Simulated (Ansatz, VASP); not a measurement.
**K12Na12BeSi14O41 in two plane-wave programs**

Wanted: the spread between two codes on one cell, functional and k mesh. The structure shown is frame 82 of Ansatz's trajectory.

Program: Ansatz 0.2.0. Level of theory: plane waves, with VASP 6.6.1 beside it; single point at PBE. Results are calculated unless marked as measured.

**1. The structure**

The cell holds 80 atoms: 14 Si, 12 K, 12 Na, 1 Be and 41 O. Cell: a = 10.569 Å, b = 10.569 Å, c = 10.569 Å, α = 90.0°, β = 90.0°, γ = 90.0°. As first built, before any earlier steps moved the atoms (in the runner's words): 80 atoms (14 Si, 12 K, 12 Na, 1 Be, 41 O) placed at random at 2.53 g/cm^3, melted at 4000 K for 10 ps at fixed volume with the Morse and Coulomb pair potential with partial charges (Pedone, Malavasi, Menziani, Cormack and Segre, J. Phys. Chem. B 110, 11780 (2006)). Quenched from 4000 K to 300 K at 200 K/ps and fixed volume, held 10 ps at zero pressure.

**2. Ansatz: dynamics, PBE**

Ansatz runs on its default PAW (the set named soft_2) files.

One frame of this run of dynamics is then solved in both programs, so the motion causes no difference.

Input file input.yaml:

```yaml
crystal:
  lattice:
    - [10.56897, 0.0, 0.0]
    - [0.0, 10.56897, 0.0]
    - [0.0, 0.0, 10.56897]
  atoms:
    - { symbol: Si, position: [0.96545, 0.21464, 0.73911] }
    - { symbol: Si, position: [0.86635, 0.35099, 0.99107] }
    - { symbol: Si, position: [0.82059, 0.21406, 0.48231] }
    - { symbol: Si, position: [0.11564, 0.6665, 0.46681] }
    - { symbol: Si, position: [0.55069, 0.94803, 0.76473] }
    - { symbol: Si, position: [0.40142, 0.2564, 0.23767] }
    - { symbol: Si, position: [0.4004, 0.17909, 0.65011] }
    - { symbol: Si, position: [0.36234, 0.52753, 0.37043] }
    - { symbol: Si, position: [0.73293, 0.92936, 0.51512] }
    - { symbol: Si, position: [0.41445, 0.73451, 0.13978] }
    - { symbol: Si, position: [0.46011, 0.67373, 0.84659] }
    - { symbol: Si, position: [0.67504, 0.80677, 0.24239] }
    - { symbol: Si, position: [0.18118, 0.91303, 0.04048] }
    - { symbol: Si, position: [0.74521, 0.58387, 0.83383] }
    - { symbol: K, position: [0.08706, 0.57382, 0.84549] }
    - { symbol: K, position: [0.61201, 0.06695, 0.1189] }
    - { symbol: K, position: [0.63384, 0.24983, 0.8073] }
    - { symbol: K, position: [0.94035, 0.68526, 0.08245] }
    - { symbol: K, position: [0.73216, 0.57467, 0.44754] }
    - { symbol: K, position: [0.20709, 0.88315, 0.72574] }
    - { symbol: K, position: [0.86164, 0.43594, 0.27424] }
    - { symbol: K, position: [0.87338, 0.96863, 0.96719] }
    - { symbol: K, position: [0.06619, 0.0156, 0.50289] }
    - { symbol: K, position: [0.13564, 0.24157, 0.1129] }
    - { symbol: K, position: [0.42888, 0.78157, 0.52819] }
    - { symbol: K, position: [0.61837, 0.43372, 0.15562] }
    - { symbol: Na, position: [0.8794, 0.67974, 0.60897] }
    - { symbol: Na, position: [0.94943, 0.46609, 0.61562] }
    - { symbol: Na, position: [0.51952, 0.4601, 0.64611] }
    - { symbol: Na, position: [0.25554, 0.96312, 0.30177] }
    - { symbol: Na, position: [0.89305, 0.07807, 0.24204] }
    - { symbol: Na, position: [0.43806, 0.12769, 0.96353] }
    - { symbol: Na, position: [0.25067, 0.41162, 0.68067] }
    - { symbol: Na, position: [0.16889, 0.25672, 0.41475] }
    - { symbol: Na, position: [0.34407, 0.41152, 0.92254] }
    - { symbol: Na, position: [0.95447, 0.85723, 0.77785] }
    - { symbol: Na, position: [0.97765, 0.8428, 0.29399] }
    - { symbol: Na, position: [0.21906, 0.13394, 0.79208] }
    - { symbol: Be, position: [0.58, 0.25452, 0.43231] }
    - { symbol: O, position: [0.25998, 0.02024, 0.96378] }
    - { symbol: O, position: [0.47118, 0.81816, 0.79185] }
    - { symbol: O, position: [0.66348, 0.85397, 0.39888] }
    - { symbol: O, position: [0.45769, 0.04903, 0.71428] }
    - { symbol: O, position: [0.53208, 0.21568, 0.301] }
    - { symbol: O, position: [0.30166, 0.15264, 0.2541] }
    - { symbol: O, position: [0.76252, 0.07572, 0.47219] }
    - { symbol: O, position: [0.86399, 0.22528, 0.62574] }
    - { symbol: O, position: [0.41824, 0.29105, 0.09459] }
    - { symbol: O, position: [0.98695, 0.62986, 0.39292] }
    - { symbol: O, position: [0.15704, 0.80846, 0.4271] }
    - { symbol: O, position: [0.08618, 0.65887, 0.61781] }
    - { symbol: O, position: [0.86599, 0.86576, 0.53809] }
    - { symbol: O, position: [0.63163, 0.01035, 0.87902] }
    - { symbol: O, position: [0.78059, 0.46603, 0.92066] }
    - { symbol: O, position: [0.5036, 0.23666, 0.55644] }
    - { symbol: O, position: [0.77529, 0.89651, 0.18948] }
    - { symbol: O, position: [0.47285, 0.54152, 0.46302] }
    - { symbol: O, position: [0.36206, 0.60234, 0.7713] }
    - { symbol: O, position: [0.69979, 0.65825, 0.2271] }
    - { symbol: O, position: [0.98879, 0.42246, 0.03444] }
    - { symbol: O, position: [0.23053, 0.57124, 0.42836] }
    - { symbol: O, position: [0.59339, 0.61169, 0.83745] }
    - { symbol: O, position: [0.38442, 0.62525, 0.25492] }
    - { symbol: O, position: [0.76879, 0.53213, 0.68976] }
    - { symbol: O, position: [0.6418, 0.91476, 0.64311] }
    - { symbol: O, position: [0.90336, 0.26216, 0.87034] }
    - { symbol: O, position: [0.07173, 0.32003, 0.7091] }
    - { symbol: O, position: [0.10272, 0.81547, 0.95536] }
    - { symbol: O, position: [0.26729, 0.14286, 0.58724] }
    - { symbol: O, position: [0.71754, 0.31802, 0.44364] }
    - { symbol: O, position: [0.39281, 0.27194, 0.7686] }
    - { symbol: O, position: [0.4271, 0.67337, 0.00414] }
    - { symbol: O, position: [0.7934, 0.26837, 0.09013] }
    - { symbol: O, position: [0.28271, 0.82032, 0.12505] }
    - { symbol: O, position: [0.00638, 0.07215, 0.75476] }
    - { symbol: O, position: [0.35902, 0.3854, 0.31755] }
    - { symbol: O, position: [0.8176, 0.70216, 0.8656] }
    - { symbol: O, position: [0.53312, 0.81465, 0.18067] }
    - { symbol: O, position: [0.95462, 0.22347, 0.40088] }
    - { symbol: O, position: [0.07839, 0.96187, 0.14916] }
kpoints:
  mp_grid: { grid: [1, 1, 1] }
hamiltonian:
  xc: pbe
scf:
  occupations: { method: fixed }
output:
  forces: true
md:
  timestep: 1.0
  n_steps: 246
  ensemble: nvt_nose_hoover
  temperature: 300
  initial_velocities: maxwell_boltzmann
  seed: 8515
```

Run with:

```sh
> ansatz run input.yaml --threads 4 --pin off --max-ram 8192MiB --backend cpu --events-out ev --progress --plain --runs-dir out
```

Numbers of over 12 decimals in the logs are rounded to 6 here.

What it wrote:

```text
Warning: md: disabling space-group detection — thermal motion breaks the input geometry's symmetry, so no spatial operation reduces the k-mesh or symmetrises the density; time reversal is kept, so that k and −k are solved as one point where they differ and the mesh holds both, and exact exchange and, on two spinor components, a DFT+U term hold to it where the run has them: on two components no moment then forms, and  [...]
Engine: ansatz 0.2.0, x86_64-unknown-linux-gnu
Pseudopotentials: kind: paw
Pseudopotential: Si, paw, valence charge 4, recommended cutoff 420 eV (normal), Si.paw.azcp
Pseudopotential: K, paw, valence charge 9, recommended cutoff 420 eV (normal), K.paw.azcp
Pseudopotential: Na, paw, valence charge 9, recommended cutoff 420 eV (normal), Na.paw.azcp
Pseudopotential: Be, paw, valence charge 2, recommended cutoff 420 eV (normal), Be.paw.azcp
Pseudopotential: O, paw, valence charge 6, recommended cutoff 420 eV (normal), O.paw.azcp
Functional definition: PBE
  parameter kappa = 0.804
  parameter beta = 0.066725
  exchange = pbe_x(kappa = kappa, mu = beta*pi^2/3)
  correlation = pbe_c(beta = beta)
Crystal: 80 atoms, lattice volume = 1180.587 Å³
Basis set: ecut = 420 eV, 22983 PW (Γ), exchange–correlation on 144×144×144 points (8 copies of the dense FFT grid, shifted against one another)
Bands: 340, of which v1, the nominal top of the filled ones, is band 260 counted from 1 (259 counted from 0)
Symmetry: 1 space group operations
k-points: 1
Non-local potential: Si, projectors of the file, l = 0: 2, l = 1: 2, l = 2: 2
Non-local potential: K, projectors of the file, l = 0: 3, l = 1: 2, l = 2: 2
Non-local potential: Na, projectors of the file, l = 0: 3, l = 1: 2, l = 2: 1
Non-local potential: Be, projectors of the file, l = 0: 2, l = 1: 2, l = 2: 1
Non-local potential: O, projectors of the file, l = 0: 2, l = 1: 2, l = 2: 1
PAW form: soft (Blöchl's): semilocal exchange-correlation on the pseudo side does not see the compensation charge
PAW one-centre angular grid: Si, 110 points (default); XC on 64 Gauss nodes
PAW one-centre angular grid: K, 110 points (default); XC on 64 Gauss nodes
PAW one-centre angular grid: Na, 110 points (default); XC on 64 Gauss nodes
PAW one-centre angular grid: Be, 110 points (default); XC on 64 Gauss nodes
PAW one-centre angular grid: O, 110 points (default); XC on 64 Gauss nodes
Initial density: superposition of atomic densities (neutral atoms: chi_scale 0, normalization atom), corrected by the library's trained network
Initial wavefunctions: pseudopotential atomic-orbital guess
Functional: x = pbe(κ = 0.804, μ = 0.219515), c = pbe(β = 0.066725)
SCF iter   1: F=—  HF=-68623.078825 eV  |F-HF|=—  |Δ(HF+E_count)|=         —  Δρ=1.94e-3  dr2=8.14e-2  ethr=1.77e-3  ⟨swp⟩=6.0  Hψ=1093  notcnv=0  defer=78
preconditioner: auto → Resta (q_TF=auto, 2.380 Å⁻¹)  ε∞=2.7  [insulator: Δε(μ)=3.012 eV  Ē_g=17.755 eV  n_scr=256 (ndim 8)  ℏωp=23.5 eV  f_vac=0.130  ε∞_Penn≈2.7]
SCF iter   2: F=—  HF=-68623.077936 eV  |F-HF|=—  |Δ(HF+E_count)|=   8.89e-4  Δρ=1.02e-3  dr2=1.97e-2  ethr=1.56e-5  ⟨swp⟩=3.0  Hψ=533  notcnv=0  defer=78
SCF iter   3: F=—  HF=-68623.077170 eV  |F-HF|=—  |Δ(HF+E_count)|=   7.66e-4  Δρ=5.20e-4  dr2=5.37e-3  ethr=3.78e-6  ⟨swp⟩=2.0  Hψ=451  notcnv=0  defer=77
automatic band count: iteration 3 solves 339 bands in place of 340: the levels show a gap, and the empty bands left out lie too high to hold charge; the band table lists the bands solved (type scf.n_extra_bands for more)
SCF iter   4: F=—  HF=-68623.076586 eV  |F-HF|=—  |Δ(HF+E_count)|=   5.84e-4  Δρ=1.96e-4  dr2=5.42e-4  ethr=1.03e-6  ⟨swp⟩=2.0  Hψ=451  notcnv=0  defer=77
SCF iter   5: F=—  HF=-68623.076586 eV  |F-HF|=—  |Δ(HF+E_count)|=   3.81e-8  Δρ=8.96e-5  dr2=1.00e-4  ethr=1.04e-7  ⟨swp⟩=2.0  Hψ=449  notcnv=0  defer=77
SCF iter   6: F=—  HF=-68623.076593 eV  |F-HF|=—  |Δ(HF+E_count)|=   7.40e-6  Δρ=4.83e-5  dr2=2.22e-5  ethr=1.93e-8  ⟨swp⟩=2.0  Hψ=467  notcnv=0  defer=74
SCF iter   7: F=—  HF=-68623.077882 eV  |F-HF|=—  |Δ(HF+E_count)|=   1.29e-3  Δρ=1.33e-5  dr2=1.85e-6  ethr=4.26e-9  ⟨swp⟩=2.0  Hψ=597  notcnv=0  defer=72
SCF iter   8: F=—  HF=-68623.077884 eV  |F-HF|=—  |Δ(HF+E_count)|=   1.74e-6  Δρ=8.70e-6  dr2=7.38e-7  ethr=3.56e-10  ⟨swp⟩=2.0  Hψ=467  notcnv=0  defer=72
SCF iter   9: F=-68623.077884 eV  HF=-68623.077884 eV  |F-HF|=2.88e-8  |Δ(HF+E_count)|=   2.07e-9  Δρ=1.74e-6  dr2=3.36e-8  ethr=1.54e-11  ⟨swp⟩=3.0  Hψ=1112  notcnv=0
SCF 1 converged in 9 iterations: F = -68623.077884 eV  dr2 = 3.36e-8
[...]
md step   240: t =   240.00 fs  T =   333.9 K  F+E_penalty+E_count = -68627.63903886 eV  E_kin = 3.409217 eV  conserved = -68620.02683234 eV  (8 SCF iters)
[...]
md step   241: t =   241.00 fs  T =   337.6 K  F+E_penalty+E_count = -68627.68884126 eV  E_kin = 3.447902 eV  conserved = -68620.02719509 eV  (4 SCF iters)
[...]
md step   242: t =   242.00 fs  T =   341.4 K  F+E_penalty+E_count = -68627.73887494 eV  E_kin = 3.486694 eV  conserved = -68620.02754785 eV  (4 SCF iters)
[...]
md step   243: t =   243.00 fs  T =   344.7 K  F+E_penalty+E_count = -68627.78355749 eV  E_kin = 3.520057 eV  conserved = -68620.02784299 eV  (3 SCF iters)
[...]
md step   244: t =   244.00 fs  T =   347.0 K  F+E_penalty+E_count = -68627.81824163 eV  E_kin = 3.543395 eV  conserved = -68620.02804708 eV  (3 SCF iters)
[...]
md step   245: t =   245.00 fs  T =   348.0 K  F+E_penalty+E_count = -68627.83981379 eV  E_kin = 3.553653 eV  conserved = -68620.02813002 eV  (4 SCF iters)
[...]
md step   246: t =   246.00 fs  T =   347.6 K  F+E_penalty+E_count = -68627.84709470 eV  E_kin = 3.549707 eV  conserved = -68620.02807844 eV  (8 SCF iters)
SCF converged after 8 iterations
Free energy (F): -68627.847095 eV
Harris-Foulkes:  -68627.847095 eV  (|F-HF|=6.72e-9)
Internal energy: -68627.847095 eV  (E = F + TS)
E sigma→0 (E₀):  -68627.847095 eV
Fermi energy:    4.397144 eV
--- Per-component energies (eV) ---
  E_band       = -4364.170225
  E_kinetic    = 12459.867933
  E_local      = -40904.954733  (includes V_loc(G=0)·N_el)
  E_nonlocal   = 3845.867732
  E_hartree    = 14887.780844
  E_xc         = -5967.250482
  E_vxc        = -7194.436115  (∫ρ·V_xc dr)
  E_paw        = -26279.621512  (= ΣΔE_a)
  E_vpaw       = -2346.179576  (= ΣTr[D̂ρ^β])
  E_aug_tail   = 0.102152  (compensation charges beyond the density's cutoff)
  E_ewald      = -26669.639029
  E_smearing   = -0.000000  (= −TS)
  E_closure    = -0.000000  (closes the sum)
  Σ components = -68627.847095   (vs F -68627.847095, Δ=0.00e0)
--- Forces (eV/Å), atoms counted from 1 ---
  atom   1  Si     0.92031155    -0.69700894     0.19607341
  atom   2  Si     1.70110087     1.19087717     0.72013745
  atom   3  Si     0.73985183     1.05966522     0.02773635
  atom   4  Si    -0.92934984     0.77022104     0.16930229
  atom   5  Si    -1.22679261     1.25595998     2.25800375
  atom   6  Si    -1.63356114    -0.56341899    -0.78247320
  atom   7  Si     0.34863490     0.03882255     1.89399540
  atom   8  Si     2.36326949     1.78219827    -1.40931715
  atom   9  Si     0.69177308    -1.44402032    -0.13390354
  atom  10  Si    -0.92086536    -0.38919623     0.64402420
  atom  11  Si     2.28221376    -0.77675912     0.64561132
  atom  12  Si     0.79812099     2.43544206     1.00585942
  atom  13  Si    -1.69130210    -0.05719205    -0.72664214
  atom  14  Si     0.20643428    -0.06325362     0.60104187
  atom  15  K      0.09820573     0.31567762    -0.36254887
  atom  16  K     -0.27869584    -0.24665473     0.04461002
  atom  17  K     -0.48772684    -0.22240434    -0.36044970
  atom  18  K      0.36640740    -0.03383320    -0.42998335
  atom  19  K      0.00250838    -0.13430658     0.55702399
  atom  20  K     -0.30760259     0.01387038     0.24680131
  atom  21  K     -0.27193816    -0.06359769     0.07697422
  atom  22  K      0.13600342    -0.13017079     0.13464651
  atom  23  K     -0.38654559     0.31533096     0.29259524
  atom  24  K      0.24942354    -0.22609026    -0.08064443
[...]
atom  73  O      0.52886209     0.10185738    -0.40802076
  atom  74  O      0.85770462     0.31447780     0.03035737
  atom  75  O     -0.13876939     0.18380765    -0.26673455
  atom  76  O      0.10807586     0.14412016    -0.11132599
  atom  77  O     -1.00137106    -0.64371823     1.11656679
  atom  78  O     -0.65083331     0.54761635    -0.66690363
  atom  79  O     -0.73292484    -0.02207251     0.50989909
  atom  80  O      0.04705815    -0.23774282    -0.00653798
  max |Σ_I F_I| component: 3.33e-5 eV/Å
--- MD trajectory: 246 steps, t = 0.0 → 246.0 fs ---
  final state: T = 347.6 K   F+E_penalty+E_count = -68627.84709470 eV   E_kin = 3.549707 eV
  conserved energy: peak-to-peak 1.437e-2 eV (1.797e-4 eV/atom) over 246.0 fs
```

(Part 1 of 2 ends here.)

[Lines on the potential files, build, host, timing and source positions are cut from VASP's logs without a mark.]

[Logs are printed without paths, hosts, clocks, repeated set-up lines and the standing remarks that a program may print on its own settings, such as how far it seeks lower states.]

[Hosts, paths, dates, database ids (printed as entryN), source tags and the programs' standing remarks are cut or masked in the printed files.]
